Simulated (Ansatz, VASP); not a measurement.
# Cross-check of HfO2 between VASP and Ansatz, part 2 of 3

One calculation is typed for both programs; each brings its own data sets. How far apart do they land? The structure shown is the start of the Ansatz relaxation below; VASP solves that cell, so the two are compared at the walk's first step.

VASP 6.6.1 and Ansatz 0.2.0.

So far: The starting structure; Ansatz: relaxation, LDA.

## 3. VASP: single point, LDA, start cell, pair 1

Level of this step: LDA; plane waves and PAW (O, Hf_pv) (VASP).

The same cell, functional (in two slightly different forms) and mesh now go to VASP, with its own data sets.

Lines of VASP's logs that name or quote its potential files are left out, and so is its time.

Input file INCAR:

```
SYSTEM = HfO2
PREC = Accurate
ENCUT = 520
EDIFF = 1E-06
NELM = 120
ISMEAR = 0
SIGMA = 0.01
LREAL = .FALSE.
ALGO = Normal
GGA = CA
NBANDS = 56
LASPH = .TRUE.
LORBIT = 11
LWAVE = .FALSE.
LCHARG = .FALSE.
ISIF = 2
GGA_COMPAT = .FALSE.
EFERMI = MIDGAP
KPAR = 2
```

Input file POSCAR:

```
HfO2
1.0
    4.9973080000      0.0000000000     -0.0102190000
    0.0000000000      5.0892250000      0.0000000000
   -0.8487200000      0.0000000000      5.1453210000
O Hf
8 4
Direct
    0.4462666745      0.7585054699      0.4812600417
    0.5537333090      0.2585055681      0.0187398611
    0.5537333255      0.2414945301      0.5187399583
    0.4462666580      0.7414946284      0.9812599445
    0.0728901856      0.3408265502      0.3377600474
    0.9271098309      0.8408266485      0.1622400498
    0.9271098144      0.6591736463      0.6622399526
    0.0728901691      0.1591735480      0.8377599502
    0.2777668583      0.0427575908      0.2083402570
    0.7222333254      0.5427576890      0.2916596462
    0.7222333419      0.9572424092      0.7916597434
    0.2777668418      0.4572425075      0.7083401598
```

Input file KPOINTS:

```
Automatic mesh
0
Gamma
4 4 4
0 0 0
```

Potentials, in the order of the species: O and Hf_pv (LDA family, release 64).

The run is started by

```console
mpirun -np 2 vasp_std
```

Numbers of over 12 decimals in the logs are rounded to 6 here.

What it wrote:

```text
[banner, memory and clock lines left out]
running    2 mpi-ranks, on    1 nodes
 distrk:  each k-point on    1 cores,    2 groups
 distr:  one band on    1 cores,    1 groups

 POSCAR found type information on POSCAR O Hf
 POSCAR found :  2 types and      12 ions
 LDA part: xc-table for (Slater(with rela. corr.)+CA(PZ))
 , standard interpolation
 POSCAR, INCAR and KPOINTS ok, starting setup
 FFT: planning ... GRIDC
 FFT: planning ... GRID_SOFT
 FFT: planning ... GRID
 WAVECAR not read
 entering main loop
       N       E                     dE             d eps       ncg     rms          rms(c)
DAV:   1     0.560501584539E+03    0.56050E+03   -0.50611E+04  3360   0.158E+03
DAV:   2    -0.119658853059E+03   -0.68016E+03   -0.65954E+03  4216   0.410E+02
DAV:   3    -0.153361091011E+03   -0.33702E+02   -0.33572E+02  4000   0.831E+01
DAV:   4    -0.153778618275E+03   -0.41753E+00   -0.41685E+00  4160   0.101E+01
DAV:   5    -0.153784792126E+03   -0.61739E-02   -0.61723E-02  4000   0.116E+00    0.124E+02
DAV:   6    -0.133568529212E+03    0.20216E+02   -0.10463E+02  3776   0.415E+01    0.101E+02
DAV:   7    -0.133063333851E+03    0.50520E+00   -0.55632E+00  4088   0.115E+01    0.511E+01
DAV:   8    -0.132973310538E+03    0.90023E-01   -0.31793E-01  3920   0.297E+00    0.810E+00
DAV:   9    -0.132947681498E+03    0.25629E-01   -0.10688E-01  3800   0.173E+00    0.420E+00
DAV:  10    -0.132945673026E+03    0.20085E-02   -0.11138E-02  4136   0.512E-01    0.550E-01
DAV:  11    -0.132945685496E+03   -0.12469E-04   -0.13339E-03  4040   0.198E-01    0.301E-01
DAV:  12    -0.132945719722E+03   -0.34226E-04   -0.36010E-04  3920   0.932E-02    0.259E-01
DAV:  13    -0.132945692665E+03    0.27057E-04   -0.13979E-04  3832   0.521E-02    0.183E-02
DAV:  14    -0.132945692375E+03    0.29017E-06   -0.13260E-05  4240   0.179E-02    0.400E-02
DAV:  15    -0.132945692410E+03   -0.35254E-07   -0.14349E-06  2400   0.572E-03
   1 F= -.13294569E+03 E0= -.13294569E+03  d E =0.000000E+00
```

From OUTCAR (step 3):

```text
ion  position               nearest neighbor table
   1  0.446  0.759  0.481-   9 2.11  10 2.13  12 2.19  11 2.19
   2  0.554  0.259  0.019-  10 2.11   9 2.13  11 2.19  12 2.19
   3  0.554  0.241  0.519-  11 2.11  12 2.13  10 2.19   9 2.19
   4  0.446  0.741  0.981-  12 2.11  11 2.13   9 2.19  10 2.19
   5  0.073  0.341  0.338-   9 2.01  10 2.01  12 2.12
   6  0.927  0.841  0.162-  10 2.01   9 2.01  11 2.12
   7  0.927  0.659  0.662-  11 2.01  12 2.01  10 2.12
   8  0.073  0.159  0.838-  12 2.01  11 2.01   9 2.12
   9  0.278  0.043  0.208-   5 2.01   6 2.01   1 2.11   8 2.12   2 2.13   4 2.19   3 2.19  11 3.26
                            12 3.35  12 3.35  10 3.36  10 3.36  11 3.38  11 3.49  10 3.84  10 3.84
  10  0.722  0.543  0.292-   6 2.01   5 2.01   2 2.11   7 2.12   1 2.13   3 2.19   4 2.19  12 3.26
                            11 3.35  11 3.35   9 3.36   9 3.36  12 3.38  12 3.49   9 3.84   9 3.84
  11  0.722  0.957  0.792-   7 2.01   8 2.01   3 2.11   6 2.12   4 2.13   2 2.19   1 2.19   9 3.26
                            10 3.35  10 3.35  12 3.36  12 3.36   9 3.38   9 3.49  12 3.84  12 3.84
  12  0.278  0.457  0.708-   8 2.01   7 2.01   4 2.11   5 2.12   3 2.13   1 2.19   2 2.19  10 3.26
                             9 3.35   9 3.35  11 3.36  11 3.36  10 3.38  10 3.49  11 3.84  11 3.84

  LATTYP: Found a simple monoclinic cell.
 ALAT       =     4.9973184484
 B/A-ratio  =     1.0183911737
 C/A-ratio  =     1.0435295273
 COS(beta)  =    -0.1647679188

 Subroutine GETGRP returns: Found  4 space group operations
 (whereof  2 operations were pure point group operations)

The static configuration has the point symmetry S_2 .
 The point group associated with its full space group is C_2h.

 Found     30 irreducible k-points:

   k-points           NKPTS =     30   k-points in BZ     NKDIM =     30   number of bands    NBANDS=     56

   dimension x,y,z NGX =    40 NGY =   40 NGZ =   40
   dimension x,y,z NGXF=    80 NGYF=   80 NGZF=   80

   ENCUT  =  520.0 eV  38.22 Ry    6.18 a.u.   9.29  9.46  9.70*2*pi/ulx,y,z

   NELECT =      88.0000    total number of electrons

 k-points in reciprocal lattice and weights: Automatic mesh
   0.00000000  0.00000000  0.00000000       0.016
   0.25000000  0.00000000 -0.00000000       0.031
   0.50000000  0.00000000 -0.00000000       0.016
   0.00000000  0.25000000  0.00000000       0.031
   0.25000000  0.25000000 -0.00000000       0.062
   0.50000000  0.25000000 -0.00000000       0.031
   0.00000000  0.50000000  0.00000000       0.016
   0.25000000  0.50000000 -0.00000000       0.031
   0.50000000  0.50000000 -0.00000000       0.016
[...]
0.25000000  0.50000000  0.50000000       0.031
   0.50000000  0.50000000  0.50000000       0.016

 average (electrostatic) potential at core
       1 -71.3866       2 -71.3866       3 -71.3866       4 -71.3866       5 -70.9357
       6 -70.9358       7 -70.9357       8 -70.9357       9 -37.3809      10 -37.3809
      11 -37.3810      12 -37.3809

 E-fermi :   5.2697

 k-point     1 :       0.0000    0.0000    0.0000
  band No.  band energies     occupation
    ...
     40       2.2700      2.00000
     41       2.6054      2.00000
     42       2.8335      2.00000
     43       3.1338      2.00000
     44       3.2761      2.00000
     45       7.7261      0.00000
     46       8.5311      0.00000
     47       8.5814      0.00000
     48       8.8723      0.00000
     49       9.1265      0.00000
    ...

 k-point     2 :       0.2500    0.0000   -0.0000
  band No.  band energies     occupation
    ...
     40       2.3800      2.00000
     41       2.5329      2.00000
     42       2.6508      2.00000
     43       2.7996      2.00000
     44       3.2281      2.00000
     45       7.6788      0.00000
     46       8.0743      0.00000
     47       8.5960      0.00000
     48       8.7291      0.00000
     49       9.3663      0.00000
    ...

 k-point     3 :       0.5000    0.0000   -0.0000
  band No.  band energies     occupation
    ...
     40       2.3714      2.00000
     41       2.5159      2.00000
     42       2.5967      2.00000
     43       2.8903      2.00000
     44       3.1787      2.00000
     45       7.2633      0.00000
     46       8.4577      0.00000
     47       8.6334      0.00000
     48       8.6533      0.00000
     49       9.2302      0.00000
    ...

  Total        3.5034318      3.5283372      0.5878994      0.0000000      0.0000000      0.2514334
  in kB       42.9092103     43.2142456      7.2004543      0.0000000      0.0000000      3.0794967
  external PRESSURE =      31.1079701 kB  Pullay stress =       0.0000000 kB

  energy-cutoff  :      520.00
  volume of cell :      130.81
      direct lattice vectors                 reciprocal lattice vectors
     4.997308000  0.000000000 -0.010219000     0.200175258  0.000000000  0.033018882
     0.000000000  5.089225000  0.000000000     0.000000000  0.196493572  0.000000000
    -0.848720000  0.000000000  5.145321000     0.000397563  0.000000000  0.194416912

 POSITION                                       TOTAL-FORCE (eV/Angst)
 -----------------------------------------------------------------------------------
      1.82168      3.86021      2.47168        -0.082841      0.021893      0.000384
      2.75127      1.31559      0.09076         0.082841      0.021893     -0.000384
      2.32691      1.22902      2.66343         0.082841     -0.021893     -0.000384
      1.39732      3.77363      5.04434        -0.082841     -0.021893      0.000384
      0.07759      1.73454      1.73714         0.012141      0.008162      0.038555
      4.49536      4.27916      0.82530        -0.012141      0.008162     -0.038555
      4.07100      3.35468      3.39796        -0.012141     -0.008162     -0.038555
     -0.34677      0.81007      4.30980         0.012141     -0.008162      0.038555
      1.21126      0.21760      1.06914         0.167032     -0.042229      0.007185
      3.36168      2.76222      1.49330        -0.167032     -0.042229     -0.007185
      2.93732      4.87162      4.06596        -0.167032      0.042229     -0.007185
      0.78690      2.32701      3.64180         0.167032      0.042229      0.007185
 -----------------------------------------------------------------------------------
    total drift:                                0.001883     -0.003951      0.001350

  FREE ENERGIE OF THE ION-ELECTRON SYSTEM (eV)
  ---------------------------------------------------
  free  energy   TOTEN  =      -132.9456924100 eV

  energy  without entropy=     -132.9456924100  energy(sigma->0) =     -132.94569241

 total charge
# of ion       s       p       d       tot
------------------------------------------
    1        1.549   3.553   0.000   5.102
    2        1.549   3.553   0.000   5.102
    3        1.549   3.553   0.000   5.102
    4        1.549   3.553   0.000   5.102
    5        1.555   3.558   0.000   5.112
    6        1.555   3.558   0.000   5.112
    7        1.555   3.558   0.000   5.112
    8        1.555   3.558   0.000   5.112
    9        0.336   6.718   1.608   8.662
   10        0.336   6.718   1.608   8.662
   11        0.336   6.718   1.608   8.662
   12        0.336   6.718   1.608   8.662
--------------------------------------------------
tot         13.756  55.314   6.433  75.503

[... 3 further parts left out ...]
```

Harder data sets than Hf_pv exist (the GW ones), and pressures, volumes and forces can shift noticeably with them.

## 4. Differences

Known differences besides the potentials themselves: the two LDA forms differ slightly; fixed occupations in Ansatz, narrow Gaussian smearing in VASP; the data sets hold 152 valence electrons in Ansatz (on its PAW soft_1 files) and 88 in VASP; the cutoff is 420 eV in Ansatz and 520 eV in VASP; VASP's log shows a relativistic correction to its local exchange, Ansatz's none. Total energies have different zeros and are not compared.

Forces on 7 of the 12 atoms, those with the largest forces and the largest differences (eV/Å; atoms numbered as in POSCAR):

```csv
atom,"Ansatz x, y, z","VASP x, y, z"
O1,"-0.122, 0.028, -0.004","-0.083, 0.022, 0.000"
O2,"0.122, 0.028, 0.004","0.083, 0.022, 0.000"
O3,"0.122, -0.028, 0.004","0.083, -0.022, 0.000"
Hf9,"0.188, -0.048, 0.063","0.167, -0.042, 0.007"
Hf10,"-0.188, -0.048, -0.063","-0.167, -0.042, -0.007"
Hf11,"-0.188, 0.048, -0.063","-0.167, 0.042, -0.007"
Hf12,"0.188, 0.048, 0.063","0.167, 0.042, 0.007"
```

The forces differ by 28 meV/Å r.m.s., which is 42.7 % of the r.m.s. force of 0.066 eV/Å (both taken over all components).

## 5. Other set-ups

Further runs change the set-up of one program: Ansatz's method, potentials or start, or VASP's data sets, cutoff or form of LDA. The table gives that difference for each run.

```csv
run,r.m.s. force difference (meV/Å)
as above,28
VASP with a cutoff of 600 eV (perhaps on Ansatz's relaxed cell),29
```

## 6. Ansatz: relaxation, LDA

The two programs are compared at the cell with which this relaxation starts, whose forces are those of its first step. The cell compared in this pair holds 140.72 Å³, against 130.81 Å³ for the pair before.

The structure compared here is the start of the Ansatz relaxation; VASP solves that cell, so the two are compared at the walk's first step.

Input file input.yaml:

```yaml
crystal:
  lattice:
    - [5.2495790426, 0.0, -0.0366550088]
    - [0.0, 5.3462569967, 0.0]
    - [-0.9185955524, 0.0, 5.0203762009]
  atoms:
    - { symbol: O, position: [0.4532910594, 0.7580020737, 0.4821648248] }
    - { symbol: O, position: [0.5467089406, 0.2580020737, 0.0178351752] }
    - { symbol: O, position: [0.5467089406, 0.2419979263, 0.5178351752] }
    - { symbol: O, position: [0.4532910594, 0.7419979263, 0.9821648248] }
    - { symbol: O, position: [0.0716875983, 0.3457248163, 0.3297822896] }
    - { symbol: O, position: [0.9283124017, 0.8457248163, 0.1702177104] }
    - { symbol: O, position: [0.9283124017, 0.6542751837, 0.6702177104] }
    - { symbol: O, position: [0.0716875983, 0.1542751837, 0.8297822896] }
    - { symbol: Hf, position: [0.2753989649, 0.0434167383, 0.2074357174] }
    - { symbol: Hf, position: [0.7246010351, 0.5434167383, 0.2925642826] }
    - { symbol: Hf, position: [0.7246010351, 0.9565832617, 0.7925642826] }
    - { symbol: Hf, position: [0.2753989649, 0.4565832617, 0.7074357174] }
kpoints:
  mp_grid: { grid: [4, 4, 4] }
hamiltonian:
  xc: lda
  pseudopotentials: { kind: paw, azcp: { folder: soft_1 }, xc_functional: pbe }
scf:
  occupations: { method: fixed }
output:
  forces: true
  stress: true
  eigenvalues: true
relax:
  adjacent_minimum: "off"
  f_tol: 0.001
  max_steps: 60
  cell: { stress_tol: 0.01, fix: [a, b, gamma] }
```

The run is started by

```console
ansatz run input.yaml --threads 8 --pin off --max-ram 20480MiB --backend cpu --events-out ev --progress --plain --runs-dir out
```

What it wrote:

```text
[...]
Crystal: 12 atoms, lattice volume = 140.720 Å³
Basis set: ecut = 420 eV, 2737 PW (Γ)
Bands: 92, of which v1, the nominal top of the filled ones, is band 76 counted from 1 (75 counted from 0)
Symmetry: 4 space group operations
[...]
k-points: 30 of 64
[...]
- { symbol: O, position: [0.070813, 0.346559, 0.328149] }
    - { symbol: O, position: [0.929187, 0.846559, 0.171851] }
    - { symbol: O, position: [0.929187, 0.653441, 0.671851] }
    - { symbol: O, position: [0.070813, 0.153441, 0.828149] }
    - { symbol: Hf, position: [0.274753, 0.044079, 0.207247] }
    - { symbol: Hf, position: [0.725247, 0.544079, 0.292753] }
    - { symbol: Hf, position: [0.725247, 0.955921, 0.792753] }
    - { symbol: Hf, position: [0.274753, 0.455921, 0.707247] }
[key lines of the parts left out:]
SCF converged after 6 iterations
Free energy (F): -66374.656469 eV
Fermi energy:    12.412368 eV
P = ⅓ Tr σ = -10.6683 GPa (-106.683 kbar)
```

## 7. VASP: single point, LDA, start cell, pair 2

The same cell, functional (in two slightly different forms) and mesh now go to VASP, with its own data sets.

INCAR is that of step 3.

Input file POSCAR:

```
HfO2
1.0
    5.2495790000      0.0000000000     -0.0366550000
    0.0000000000      5.3462570000      0.0000000000
   -0.9185960000      0.0000000000      5.0203760000
O Hf
8 4
Direct
    0.4532911343      0.7580020938      0.4821647595
    0.5467088657      0.2580020003      0.0178352405
    0.5467090565      0.2419979062      0.5178352419
    0.4532911692      0.7419979997      0.9821649589
    0.0716875814      0.3457248688      0.3297822132
    0.9283124186      0.8457247753      0.1702177868
    0.9283124186      0.6542751312      0.6702177868
    0.0716876163      0.1542752247      0.8297824126
    0.2753989802      0.0434167306      0.2074358075
    0.7246010547      0.5434168241      0.2925643919
    0.7246010547      0.9565832694      0.7925643919
    0.2753989802      0.4565831759      0.7074358075
```

KPOINTS is that of step 3.

The run is started by

```console
mpirun -np 2 vasp_std
```

What it wrote:

```text
[... set-up lines as in an earlier step ...]
 entering main loop
       N       E                     dE             d eps       ncg     rms          rms(c)
DAV:   1     0.545754196674E+03    0.54575E+03   -0.50021E+04  3360   0.156E+03
DAV:   2    -0.119045257401E+03   -0.66480E+03   -0.64322E+03  4232   0.401E+02
DAV:   3    -0.153296413681E+03   -0.34251E+02   -0.34108E+02  3960   0.827E+01
DAV:   4    -0.153748158953E+03   -0.45175E+00   -0.45096E+00  4192   0.104E+01
[...]
DAV:  12    -0.132288350737E+03   -0.35540E-05   -0.41328E-04  4032   0.982E-02    0.171E-01
DAV:  13    -0.132288341123E+03    0.96141E-05   -0.93468E-05  3856   0.408E-02    0.490E-02
DAV:  14    -0.132288340730E+03    0.39277E-06   -0.83537E-06  3720   0.157E-02
   1 F= -.13228834E+03 E0= -.13228834E+03  d E =0.000000E+00
```

Parts of OUTCAR (step 7):

```text
  Total      -16.5855908    -18.3665565     -4.3901499      0.0000000      0.0000000     -0.6536511
  in kB     -188.8366073   -209.1139378    -49.9844127      0.0000000      0.0000000     -7.4421981
  external PRESSURE =    -149.3116526 kB  Pullay stress =       0.0000000 kB

 POSITION                                       TOTAL-FORCE (eV/Angst)
 -----------------------------------------------------------------------------------
      1.93667      4.05247      2.40403         0.155291      0.019007      0.008365
      2.85361      1.37935      0.06950        -0.155291      0.019007     -0.008365
      2.39431      1.29378      2.57969        -0.155291     -0.019007     -0.008365
      1.47738      3.96691      4.91422         0.155291     -0.019007      0.008365
      0.07339      1.84833      1.65300         0.005810      0.005989      0.105208
      4.71689      4.52146      0.82053        -0.005810      0.005989     -0.105208
      4.25759      3.49792      3.33072        -0.005810     -0.005989     -0.105208
     -0.38590      0.82479      4.16319         0.005810     -0.005989      0.105208
      1.25518      0.23212      1.03131        -0.145194      0.079930     -0.104021
      3.53510      2.90525      1.44222         0.145194      0.079930      0.104021
      3.07580      5.11414      3.95241         0.145194     -0.079930      0.104021
      0.79588      2.44101      3.54150        -0.145194     -0.079930     -0.104021
 -----------------------------------------------------------------------------------
    total drift:                               -0.001313      0.002343     -0.001783

  FREE ENERGIE OF THE ION-ELECTRON SYSTEM (eV)
  ---------------------------------------------------
  free  energy   TOTEN  =      -132.2883407302 eV

  energy  without entropy=     -132.2883407302  energy(sigma->0) =     -132.28834073

[... 1 part as in an earlier step ...]

[... 2 further parts left out ...]
[key lines of the parts left out:]
E-fermi :   4.6516
```

The run ends at a pressure of -14.93 GPa, with forces up to 0.20 eV/Å.

## 8. Side by side

What differs besides the data sets and the points named for the pairs above, as far as they apply: the data sets hold 152 valence electrons in Ansatz (on its PAW soft_1 files) and 88 in VASP. Total energies have different zeros and are not compared.

Forces on 7 of the 12 atoms, those with the largest forces and the largest differences (eV/Å; atoms numbered as in POSCAR):

```csv
atom,"Ansatz x, y, z","VASP x, y, z"
O1,"0.114, 0.006, 0.006","0.155, 0.019, 0.008"
O2,"-0.114, 0.006, -0.006","-0.155, 0.019, -0.008"
O3,"-0.114, -0.006, -0.006","-0.155, -0.019, -0.008"
Hf9,"-0.122, 0.056, -0.062","-0.145, 0.080, -0.104"
Hf10,"0.122, 0.056, 0.062","0.145, 0.080, 0.104"
Hf11,"0.122, -0.056, 0.062","0.145, -0.080, 0.104"
Hf12,"-0.122, -0.056, -0.062","-0.145, -0.080, -0.104"
```

The forces differ by 29 meV/Å r.m.s., which is 32.0 % of the r.m.s. force of 0.091 eV/Å (both taken over all components).

## 9. Further runs

Further runs change the set-up of one program: Ansatz's method, potentials or start, or VASP's data sets, cutoff or form of LDA. The table gives that difference for each run.

```csv
run,r.m.s. force difference (meV/Å)
as above,29
VASP with a cutoff of 600 eV (perhaps on Ansatz's relaxed cell),31
```

[end of part 2 of 3]

[Lines on the potential files, build, host, timing and source positions are cut from VASP's logs without a mark.]

[Logs are printed without paths, hosts, clocks, repeated set-up lines and the standing remarks that a program may print on its own settings, such as how far it seeks lower states.]

[Hosts, paths, dates, database ids (printed as entryN), source tags and the programs' standing remarks are cut or masked in the printed files.]

[Rows of further runs with another cutoff or data set may stand on the cell that Ansatz relaxed, not on the start cell of the pair above them.]
